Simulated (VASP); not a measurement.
An input for Quantum ESPRESSO's pw.x (written as the equivalent of a VASP run, and not itself run):

```
&CONTROL
  calculation = 'vc-relax'
  pseudo_dir = './pseudo'
  outdir = './out'
  tprnfor = .true.
  tstress = .true.
  nstep = 40
  forc_conv_thr = 0.00078
/
&SYSTEM
  ibrav = 0
  nat = 8
  ntyp = 2
  ecutwfc = 84
  occupations = 'smearing'
  smearing = 'methfessel-paxton'
  degauss = 0.00735
  input_dft = 'pbesol'
/
&ELECTRONS
  conv_thr = 7.3e-08
  electron_maxstep = 100
/
&IONS
/
&CELL
/
ATOMIC_SPECIES
  V 50.941 V.upf
  Si 28.085 Si.upf
CELL_PARAMETERS angstrom
     4.6512960   -0.0000000    0.0000000
    -0.0000000    4.6512960   -0.0000000
     0.0000000   -0.0000000    4.6512960
ATOMIC_POSITIONS crystal
  V    0.2500000  0.0000000  0.5000000
  V    0.5000000  0.2500000  0.0000000
  V    0.5000000  0.7500000  0.0000000
  V    0.7500000  0.0000000  0.5000000
  V    0.0000000  0.5000000  0.7500000
  V    0.0000000  0.5000000  0.2500000
  Si   0.5000000  0.5000000  0.5000000
  Si   0.0000000  0.0000000  0.0000000
K_POINTS automatic
  7 7 7 0 0 0
```

**Question.** Write the VASP files for the same calculation (PBEsol).

**Answer.** Several could match; the one computed here: 
**KPOINTS**
```
Automatic mesh
0
G
  7 7 7
0 0 0
```

### POSCAR
```
V3Si
1
    4.6512959704    -0.0000000000     0.0000000000
   -0.0000000000     4.6512959704    -0.0000000000
    0.0000000000    -0.0000000000     4.6512959704
V Si
6 2
Direct
  0.2500000000   0.0000000000   0.5000000000
  0.5000000000   0.2500000000   0.0000000000
  0.5000000000   0.7500000000   0.0000000000
  0.7500000000   0.0000000000   0.5000000000
  0.0000000000   0.5000000000   0.7500000000
  0.0000000000   0.5000000000   0.2500000000
  0.5000000000   0.5000000000   0.5000000000
  0.0000000000   0.0000000000   0.0000000000
```

### INCAR
```
# general
SYSTEM   =  V3Si
PREC     =  Accurate
ENCUT    =  500
LREAL    =  .False.
LASPH    =  .True.

# electronic loop
EDIFF    =  1E-6
NELM     =  100
ALGO     =  Normal
LMAXMIX  =  4

# smearing
ISMEAR   =  1
SIGMA    =  0.1

# functional
GGA      =  PS

# ions
IBRION   =  2
NSW      =  40
ISIF     =  3
EDIFFG   =  -0.02

# output
LWAVE    =  .False.
LCHARG   =  .False.
```

POTCAR, in this order: V_sv Si (PBE.64 set). Program: vasp_std.

What does not carry over: the potentials are each code's own (VASP's PAW set, PseudoDojo norm-conserving files in pw.x), so ENCUT and ecutwfc are chosen apart and not converted; conv_thr bounds pw.x's estimated SCF error, while EDIFF bounds the energy change between steps; forc_conv_thr acts on force components and is met together with etot_conv_thr.

The compound is V3Si in the A15 structure. It was relaxed first.
